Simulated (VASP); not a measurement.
The input files of a VASP run:

File KPOINTS:
```
Automatic mesh
0
Gamma
5 3 1
0 0 0
```

INCAR:
```
! general
SYSTEM  = Pt3Ti
PREC    = Accurate
ENCUT   = 300   ! plane-wave cut-off (eV)
LREAL   = .False.   ! projection in real space or not
LASPH   = .True.

! electronic loop
EDIFF   = 1E-6   ! SCF stop (eV)
NELM    = 100   ! most electronic steps
ALGO    = Normal   ! blocked Davidson
LMAXMIX = 6

! smearing
ISMEAR  = 0   ! Gaussian
SIGMA   = 0.136

! functional
GGA     = PS   ! PBEsol

! ions
ISIF    = 2   ! forces and stress, cell fixed

! output
LWAVE   = .False.
LCHARG  = .False.
```

File POSCAR:
```
Pt3Ti
1
    3.9200000000     0.0000000000     0.0000000000
    0.0000000000     5.5437170000     0.0000000000
    0.0000000000     0.0000000000    20.1578000000
Ti Pt
2 6
Direct
 -0.0211390000   0.6038660000   0.4690280000
  0.0045160000   0.1403060000   0.6003630000
  0.5175980000   0.3857190000   0.3970140000
  0.0068690000   0.1237950000   0.4660280000
  0.4670800000   0.8728760000   0.3941970000
  0.5314570000   0.8925030000   0.5351310000
 -0.0083200000   0.6116020000   0.5997080000
  0.5019400000   0.3693330000   0.5385230000
```

POTCAR, in this order: Ti_sv Pt (PBE.64 set). Program: vasp_std.

### Question
Write an equivalent input for Ansatz.

### Answer
One equivalent input (not run):
Ansatz 0.2 input:
```yaml
crystal:
  lattice:
    - [3.9200000, 0.0000000, 0.0000000]
    - [0.0000000, 5.5437170, 0.0000000]
    - [0.0000000, 0.0000000, 20.1578000]
  atoms:
    - { symbol: Ti, position: [-0.0211390, 0.6038660, 0.4690280] }
    - { symbol: Ti, position: [0.0045160, 0.1403060, 0.6003630] }
    - { symbol: Pt, position: [0.5175980, 0.3857190, 0.3970140] }
    - { symbol: Pt, position: [0.0068690, 0.1237950, 0.4660280] }
    - { symbol: Pt, position: [0.4670800, 0.8728760, 0.3941970] }
    - { symbol: Pt, position: [0.5314570, 0.8925030, 0.5351310] }
    - { symbol: Pt, position: [-0.0083200, 0.6116020, 0.5997080] }
    - { symbol: Pt, position: [0.5019400, 0.3693330, 0.5385230] }
kpoints:
  mp_grid: { grid: [5, 3, 1] }
hamiltonian:
  xc: pbesol
  pseudopotentials: { kind: paw }
scf:
  occupations: { method: gaussian, width: 0.136 }
  max_iter: 100
output: { forces: true, stress: true, eigenvalues: true }
```
The two are equivalent in intent, not identical: each code has its own PAW files, so the cut-off isn't converted (ENCUT is set for VASP's; basis.ecutwfc is left out, and Ansatz then takes the one that its files recommend); Ansatz stops its SCF on the density residual and VASP on the energy change (EDIFF).

The cell is a sheet with vacuum, built from a generated structure.
